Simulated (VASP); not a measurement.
The input files of a VASP run:

**KPOINTS**
```
K-points
0
G
 5 5 5
0 0 0
```

### POSCAR
```
Te2W
1
    2.0629390000     1.1910380000     6.2542570000
   -2.0629390000     1.1910380000     6.2542570000
    0.0000000000    -2.3820770000     6.2542570000
W Te
1 2
Direct
  0.0000000000   0.0000000000   0.0000000000
  0.2520000000   0.2520000000   0.2520000000
  0.7480000000   0.7480000000   0.7480000000
```

INCAR:
```
# general
SYSTEM =Te2W
PREC   =Accurate
ENCUT  =300
LREAL  =.False.
LASPH  =.True.

# electronic loop
EDIFF  =1E-6
NELM   =100
ALGO   =Normal
LMAXMIX=6

# smearing
ISMEAR =0
SIGMA  =0.1

# functional
GGA    =PE

# ions
ISIF   =2

# output
LWAVE  =.False.
LCHARG =.False.
```

POTCAR, in this order: W_sv Te (PBE.64 set). Program: vasp_std.

Problem. Translate this PBE calculation to Quantum ESPRESSO's pw.x.

Solution. One equivalent input (not run):
```
&CONTROL
  calculation = 'scf'
  pseudo_dir = './pseudo'
  outdir = './out'
  tprnfor = .true.
  tstress = .true.
/
&SYSTEM
  ibrav = 0
  nat = 3
  ntyp = 2
  ecutwfc = 82.3
  occupations = 'smearing'
  smearing = 'gaussian'
  degauss = 0.00735
  input_dft = 'pbe'
/
&ELECTRONS
  conv_thr = 7.3e-08
  electron_maxstep = 100
/
ATOMIC_SPECIES
  W 183.840 W.upf
  Te 127.600 Te.upf
CELL_PARAMETERS angstrom
     2.0629390    1.1910380    6.2542570
    -2.0629390    1.1910380    6.2542570
     0.0000000   -2.3820770    6.2542570
ATOMIC_POSITIONS crystal
  W    0.0000000  0.0000000  0.0000000
  Te   0.2520000  0.2520000  0.2520000
  Te   0.7480000  0.7480000  0.7480000
K_POINTS automatic
  5 5 5 0 0 0
```
The two are equivalent in intent, not identical: the potentials are each code's own (VASP's PAW set, PseudoDojo norm-conserving files in pw.x), so ENCUT and ecutwfc are chosen apart and not converted; conv_thr bounds pw.x's estimated SCF error, while EDIFF bounds the energy change between steps.

The structure was generated: Te2W was put into an ordered model structure, which need not be its known phase. The cell was not relaxed at this level. The k-mesh is coarse (spacing up to 0.36 per Å, 2π included), so the numbers may not be converged in it.
